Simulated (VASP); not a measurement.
Output of a VASP run:

OUTCAR:
```
 ion  position               nearest neighbor table
   1  0.000  0.000  0.000-   2 2.27   2 2.27   2 2.27   2 2.27   2 2.27   2 2.27
   2  0.500  0.500  0.500-   1 2.27   1 2.27   1 2.27   1 2.27   1 2.27   1 2.27
  LATTYP: Found a face centered cubic cell.
 ALAT       =     4.5343344734
 Subroutine PRICEL returns:
 Original cell was already a primitive cell.
 Subroutine GETGRP returns: Found 48 space group operations
The static configuration has the point symmetry O_h .
The dynamic configuration has the point symmetry O_h .
 Subroutine INISYM returns: Found 48 space group operations
 Subroutine IBZKPT returns following result:
 Found    104 irreducible k-points:

 Following reciprocal coordinates:
            Coordinates               Weight
  0.000000  0.000000  0.000000      1.000000
  0.071429  0.000000  0.000000      8.000000
  0.142857  0.000000  0.000000      8.000000
  0.214286  0.000000  0.000000      8.000000
  0.285714  0.000000  0.000000      8.000000
  0.357143  0.000000  0.000000      8.000000
  0.428571  0.000000  0.000000      8.000000
  0.500000  0.000000  0.000000      4.000000
  0.071429  0.071429  0.000000      6.000000
  0.142857  0.071429  0.000000     24.000000
  0.214286  0.071429  0.000000     24.000000
  0.285714  0.071429  0.000000     24.000000
  0.357143  0.071429  0.000000     24.000000
  0.428571  0.071429  0.000000     24.000000
  0.500000  0.071429  0.000000     24.000000
 -0.428571  0.071429  0.000000     24.000000
 -0.357143  0.071429  0.000000     24.000000
 -0.285714  0.071429  0.000000     24.000000
 -0.214286  0.071429  0.000000     24.000000
 -0.142857  0.071429  0.000000     24.000000
 -0.071429  0.071429  0.000000     12.000000
  0.142857  0.142857  0.000000      6.000000
  0.214286  0.142857  0.000000     24.000000
  0.285714  0.142857  0.000000     24.000000
  0.357143  0.142857  0.000000     24.000000
  0.428571  0.142857  0.000000     24.000000
  0.500000  0.142857  0.000000     24.000000
 -0.428571  0.142857  0.000000     24.000000
 -0.357143  0.142857  0.000000     24.000000
 -0.285714  0.142857  0.000000     24.000000
 -0.214286  0.142857  0.000000     24.000000
 -0.142857  0.142857  0.000000     12.000000
  0.214286  0.214286  0.000000      6.000000
  0.285714  0.214286  0.000000     24.000000
  0.357143  0.214286  0.000000     24.000000
  0.428571  0.214286  0.000000     24.000000
  0.500000  0.214286  0.000000     24.000000
 -0.428571  0.214286  0.000000     24.000000
 -0.357143  0.214286  0.000000     24.000000
 -0.285714  0.214286  0.000000     24.000000
   k-points           NKPTS =    104   k-points in BZ     NKDIM =    104   number of bands    NBANDS=     11
   number of dos      NEDOS =    301   number of ions     NIONS =      2
   total plane-waves  NPLWV =  21952
   dimension x,y,z NGX =    28 NGY =   28 NGZ =   28
   dimension x,y,z NGXF=    56 NGYF=   56 NGZF=   56
   ions per type =               1   1
   PREC   = accura    normal or accurate (medium, high low for compatibility)
   ISTART =      0    job   : 0-new  1-cont  2-samecut
   ICHARG =      2    charge: 1-file 2-atom 10-const
   ISPIN  =      1    spin polarized calculation?
   LNONCOLLINEAR =      F non collinear calculations
   LSORBIT =      F    spin-orbit coupling
   INIWAV =      1    electr: 0-lowe 1-rand  2-diag
   ENCUT  =  620.0 eV  45.57 Ry    6.75 a.u.   6.51  6.51  6.51*2*pi/ulx,y,z
   NELM   =    100;   NELMIN=  2; NELMDL= -5     # of ELM steps
   EDIFF  = 0.1E-05   stopping-criterion for ELM
   LREAL  =      F    real-space projection
   NLSPLINE    = F    spline interpolate recip. space projectors
   LMAXMIX     =    6 max onsite mixed and CHGCAR
   VOSKOWN=      0    Vosko Wilk Nusair interpolation
   EDIFFG = -.2E-01   stopping-criterion for IOM
   NSW    =     40    number of steps for IOM
   NBLOCK =      1;   KBLOCK =     40    inner block; outer block
   IBRION =      2    ionic relax: 0-MD 1-quasi-New 2-CG
...
```

File OSZICAR:
```
       N       E                     dE             d eps       ncg     rms          rms(c)
DAV:   1     0.475107795233E+02    0.47511E+02   -0.91764E+03  2288   0.148E+03
DAV:   2    -0.220311985460E+02   -0.69542E+02   -0.65381E+02  3036   0.287E+02
DAV:   3    -0.247410444840E+02   -0.27098E+01   -0.26730E+01  2985   0.501E+01
DAV:   4    -0.247655603514E+02   -0.24516E-01   -0.24385E-01  2783   0.473E+00
DAV:   5    -0.247660191356E+02   -0.45878E-03   -0.45819E-03  3055   0.501E-01    0.482E+01
DAV:   6    -0.218375639475E+02    0.29285E+01   -0.15668E+01  2773   0.294E+01    0.401E+01
DAV:   7    -0.217796088789E+02    0.57955E-01   -0.75295E-01  2615   0.796E+00    0.263E+01
DAV:   8    -0.217702029518E+02    0.94059E-02   -0.15595E-01  2711   0.386E+00    0.691E+00
DAV:   9    -0.217568725552E+02    0.13330E-01   -0.72663E-02  2788   0.198E+00    0.152E+00
DAV:  10    -0.217565102499E+02    0.36231E-03   -0.21092E-03  2701   0.454E-01    0.461E-01
DAV:  11    -0.217564961238E+02    0.14126E-04   -0.38710E-04  2833   0.166E-01    0.336E-02
DAV:  12    -0.217564933107E+02    0.28132E-05   -0.14491E-05  2725   0.410E-02    0.433E-02
DAV:  13    -0.217564926605E+02    0.65017E-06   -0.98817E-07  1609   0.107E-02
   1 F= -.21756493E+02 E0= -.21756310E+02  d E =-.217565E+02
```

**OUTCAR**
```
------------------------ aborting loop because EDIFF is reached ----------------------------------------
  FORCE on cell =-STRESS in cart. coord.  units (eV):
  Direction    XX          YY          ZZ          XY          YZ          ZX
  --------------------------------------------------------------------------------------
  Total       -0.0137281     -0.0137281     -0.0137281      0.0000000      0.0000000     -0.0000000
  in kB       -0.9437161     -0.9437161     -0.9437161      0.0000000      0.0000000     -0.0000000
  external PRESSURE =      -0.9437161 kB  Pullay stress =       0.0000000 kB
  volume of cell :       23.31
      direct lattice vectors                 reciprocal lattice vectors
     0.000000000  2.267167237  2.267167237    -0.220539531  0.220539531  0.220539531
     2.267167237  0.000000000  2.267167237     0.220539531 -0.220539531  0.220539531
     2.267167237  2.267167237  0.000000000     0.220539531  0.220539531 -0.220539531
 POSITION                                       TOTAL-FORCE (eV/Angst)
 -----------------------------------------------------------------------------------
      0.00000      0.00000      0.00000        -0.000000      0.000000      0.000000
      2.26717      2.26717      2.26717         0.000000     -0.000000     -0.000000
 -----------------------------------------------------------------------------------
    total drift:                                0.000000      0.000000      0.000000
  FREE ENERGIE OF THE ION-ELECTRON SYSTEM (eV)
  ---------------------------------------------------
  free  energy   TOTEN  =       -21.7564926605 eV

  energy  without entropy=      -21.7559442209  energy(sigma->0) =      -21.75630985

 reached required accuracy - stopping structural energy minimisation
```
(Selected blocks of OUTCAR.)

**POSCAR**
```
HfN
1
   -0.0000000000     2.2671672367     2.2671672367
    2.2671672367     0.0000000000     2.2671672367
    2.2671672367     2.2671672367    -0.0000000000
Hf N
1 1
Direct
  0.0000000000   0.0000000000   0.0000000000
  0.5000000000   0.5000000000   0.5000000000
```

Reconstruct the remaining input files.

One answer among several that fit: the input of the run itself, PBE GGA, plane waves, VASP's PBE PAW potentials (set 64).

### INCAR
```
SIGMA  =  0.1   ! width (eV)
ALGO  =  Normal
PREC  =  Accurate
LCHARG  =  .FALSE.
IBRION  =  2   ! conjugate gradients
NSW  =  40   ! most ionic steps
SYSTEM  =  HfN
LREAL  =  .FALSE.   ! projection in real space or not
NELM  =  100
GGA  =  PE
LASPH  =  .TRUE.   ! aspherical one-centre terms
ISMEAR  =  1   ! Methfessel-Paxton
ENCUT  =  620
LWAVE  =  .FALSE.
LMAXMIX  =  6   ! l cut-off of mixed one-centre charges
EDIFF  =  1E-6   ! SCF stop (eV)
EDIFFG  =  -0.02   ! ionic stop
ISIF  =  3   ! ions, shape and volume
```

**KPOINTS**
```
kpoints
0
gamma
14 14 14
```

POTCAR, in this order: Hf_pv N (PBE.64 set). Program: vasp_std.

The compound is HfN in the rock salt structure. It was relaxed first. The electron count is odd and the run is not spin-polarised, which forces a metal.
